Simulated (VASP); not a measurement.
Crystal: Si2W.

```
Si W
1.0
    -1.60690    1.60690    3.91495
     1.60690   -1.60690    3.91495
     1.60690    1.60690   -3.91495
Si W
2 1
Direct
  0.33470 0.33470 0.00000
  0.66530 0.66530 0.00000
  0.00000 0.00000 0.00000
```

* Program: VASP 6.6.1
* Task: relaxation of cell and atoms
* Functional: PBE
* Potentials or basis: VASP PAW PBE potentials, release 64 (Si, W_sv)
* Cutoff: 600 eV
* k mesh: 16 × 16 × 16
* Occupations: methfessel-paxton, width 0.1 eV
* Spin: no spin polarisation

At the start: pressure 3.4 GPa; volume 13.48 Å³/atom.

Problem. Where does the relaxation end?

Solution. Over 6 steps the energy falls by 2.1 meV/atom and the volume is 13.67 Å³/atom (+1.5 %); space group I4/mmm (No. 139, to 0.05 Å).

Step by step:
```csv
step,energy change (eV),largest force (eV/Å),pressure (GPa),volume (Å³)
1,0.0000,0.0729,3.37,40.44
2,0.0133,0.1022,-5.51,42.12
3,-0.0063,0.0066,-0.02,41.03
4,-0.0063,0.0079,0.04,41.02
5,-0.0063,0.0018,0.05,41.03
6,-0.0063,0.0033,0.05,41.02
```

Final structure:
```cif
data_structure
_symmetry_space_group_name_H-M 'P 1'
_symmetry_Int_Tables_number 1
_cell_length_a 4.5484
_cell_length_b 4.5484
_cell_length_c 4.5484
_cell_angle_alpha 138.413
_cell_angle_beta 138.413
_cell_angle_gamma 60.271
_cell_volume 41.02
loop_
_atom_site_label
_atom_site_type_symbol
_atom_site_fract_x
_atom_site_fract_y
_atom_site_fract_z
_atom_site_occupancy
Si1 Si 0.33451 0.33451 0.00000 1
Si2 Si 0.66549 0.66549 0.00000 1
W1 W 0.00000 0.00000 0.00000 1
```
